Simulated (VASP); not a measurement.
These are PBEsol GGA, VASP's PBE PAW potentials (set 64) (plane waves; VASP 6.6.1) values and carry that method's errors.

Input for VASP

INCAR:
```
ALGO=Normal
EDIFF=1E-6
EDIFFG=-0.02
ENCUT=620
GGA=PS
IBRION=2
ISIF=3
ISMEAR=0
LASPH=T
LCHARG=F
LREAL=F
LWAVE=F
NELM=100
NSW=40
PREC=Accurate
PSTRESS=100
SIGMA=0.05
SYSTEM=SiC
```

File POSCAR:
```
SiC
1
    0.0000000000     2.1634000247     2.1634000247
    2.1634000247     0.0000000000     2.1634000247
    2.1634000247     2.1634000247     0.0000000000
Si C
1 1
Direct
  0.0000000000   0.0000000000   0.0000000000
  0.2500000000   0.2500000000   0.2500000000
```

KPOINTS:
```
Regular mesh
0
Gamma
10 10 10
```

POTCAR, in this order: Si C (PBE.64 set). Program: vasp_std.

The run wrote:

### OUTCAR
```
 ion  position               nearest neighbor table
   1  0.000  0.000  0.000-   2 1.87   2 1.87   2 1.87   2 1.87
   2  0.250  0.250  0.250-   1 1.87   1 1.87   1 1.87   1 1.87
  LATTYP: Found a face centered cubic cell.
 ALAT       =     4.3268000494
 Subroutine PRICEL returns:
 Original cell was already a primitive cell.
 Subroutine GETGRP returns: Found 24 space group operations
The static configuration has the point symmetry T_d .
The dynamic configuration has the point symmetry T_d .
 Subroutine INISYM returns: Found 24 space group operations
 Subroutine IBZKPT returns following result:
 Found     47 irreducible k-points:

 Following reciprocal coordinates:
            Coordinates               Weight
  0.000000  0.000000  0.000000      1.000000
  0.100000  0.000000  0.000000      8.000000
  0.200000  0.000000  0.000000      8.000000
  0.300000  0.000000  0.000000      8.000000
  0.400000  0.000000  0.000000      8.000000
  0.500000  0.000000  0.000000      4.000000
  0.100000  0.100000  0.000000      6.000000
  0.200000  0.100000  0.000000     24.000000
  0.300000  0.100000  0.000000     24.000000
...
```

OSZICAR:
```
       N       E                     dE             d eps       ncg     rms          rms(c)
DAV:   1     0.959785751709E+01    0.95979E+01   -0.46645E+03   776   0.995E+02
DAV:   2    -0.172990250175E+02   -0.26897E+02   -0.25392E+02  1096   0.122E+02
DAV:   3    -0.177663674996E+02   -0.46734E+00   -0.46734E+00   888   0.202E+01
DAV:   4    -0.177674842143E+02   -0.11167E-02   -0.11167E-02  1200   0.110E+00
DAV:   5    -0.177674850738E+02   -0.85952E-06   -0.85951E-06   888   0.193E-02    0.896E+00
DAV:   6    -0.159999728679E+02    0.17675E+01   -0.71516E+00   824   0.152E+01    0.401E+00
DAV:   7    -0.159238599502E+02    0.76113E-01   -0.36431E-01  1144   0.420E+00    0.179E+00
DAV:   8    -0.159093919659E+02    0.14468E-01   -0.19842E-02   800   0.122E+00    0.153E-01
DAV:   9    -0.159093747826E+02    0.17183E-04   -0.73864E-04  1192   0.219E-01    0.103E-01
DAV:  10    -0.159094128021E+02   -0.38020E-04   -0.79598E-05   960   0.716E-02    0.213E-02
DAV:  11    -0.159094127844E+02    0.17721E-07   -0.11177E-05  1016   0.211E-02    0.391E-03
DAV:  12    -0.159094129537E+02   -0.16924E-06   -0.47040E-07   488   0.547E-03
   1 F= -.14645463E+02 E0= -.14645463E+02  d E =-.146455E+02
       N       E                     dE             d eps       ncg     rms          rms(c)
DAV:   1    -0.158607654131E+02    0.48647E-01   -0.58641E-01   808   0.685E+00    0.880E-01
DAV:   2    -0.158503822285E+02    0.10383E-01   -0.25006E-02   864   0.107E+00    0.436E-01
DAV:   3    -0.158481593771E+02    0.22229E-02   -0.39921E-03   976   0.446E-01    0.102E-01
DAV:   4    -0.158478351132E+02    0.32426E-03   -0.48461E-04   848   0.138E-01    0.487E-02
DAV:   5    -0.158478279203E+02    0.71928E-05   -0.14749E-05  1008   0.304E-02    0.308E-02
DAV:   6    -0.158478287154E+02   -0.79510E-06   -0.83432E-07   608   0.795E-03
   2 F= -.14640858E+02 E0= -.14640858E+02  d E =0.460454E-02
       N       E                     dE             d eps       ncg     rms          rms(c)
DAV:   1    -0.158949110739E+02   -0.47083E-01   -0.18277E-01   784   0.376E+00    0.492E-01
DAV:   2    -0.158916045901E+02    0.33065E-02   -0.81621E-03   864   0.608E-01    0.247E-01
DAV:   3    -0.158908996093E+02    0.70498E-03   -0.12142E-03   984   0.245E-01    0.607E-02
DAV:   4    -0.158907876737E+02    0.11194E-03   -0.15867E-04   848   0.780E-02    0.259E-02
DAV:   5    -0.158907834345E+02    0.42392E-05   -0.46041E-06   984   0.170E-02    0.166E-02
DAV:   6    -0.158907824338E+02    0.10007E-05   -0.26429E-07   464   0.451E-03    0.288E-03
DAV:   7    -0.158907826218E+02   -0.18798E-06   -0.10675E-07   408   0.232E-03
   3 F= -.14651873E+02 E0= -.14651873E+02  d E =-.641007E-02
```

**OUTCAR**
```
------------------------ aborting loop because EDIFF is reached ----------------------------------------
  FORCE on cell =-STRESS in cart. coord.  units (eV):
  Direction    XX          YY          ZZ          XY          YZ          ZX
  --------------------------------------------------------------------------------------
  Total        1.2365148      1.2365148      1.2365148      0.0000000     -0.0000000     -0.0000000
  in kB       99.8066958     99.8066958     99.8066958      0.0000000     -0.0000000     -0.0000000
  external PRESSURE =      -0.1933042 kB  Pullay stress =     100.0000000 kB
  volume of cell :       19.85
      direct lattice vectors                 reciprocal lattice vectors
    -0.000000000  2.149018090  2.149018090    -0.232664398  0.232664398  0.232664398
     2.149018090 -0.000000000  2.149018090     0.232664398 -0.232664398  0.232664398
     2.149018090  2.149018090  0.000000000     0.232664398  0.232664398 -0.232664398
  FREE ENERGIE OF THE ION-ELECTRON SYSTEM (eV)
  ---------------------------------------------------
  free  energy   TOTEN  =       -15.8907826218 eV

  energy  without entropy=      -15.8907826218  energy(sigma->0) =      -15.89078262
  enthalpy is  TOTEN    =       -14.6518729962 eV   P V=        1.2389096256

 reached required accuracy - stopping structural energy minimisation
```
(Selected blocks of OUTCAR.)

### CONTCAR
```
SiC
   1.00000000000000
    -0.0000000000000000    2.1490180899426932    2.1490180899426932
     2.1490180899426932   -0.0000000000000000    2.1490180899426932
     2.1490180899426932    2.1490180899426932    0.0000000000000000
  Si              C
     1     1
Direct
     0.0000000000000000    0.0000000000000000    0.0000000000000000
     0.2500000000000000    0.2500000000000000    0.2500000000000000
```

The compound is SiC in the zinc blende structure. This run relaxes it under an external pressure of 10 GPa. Symmetry was kept, so distortions that lower it aren't found.
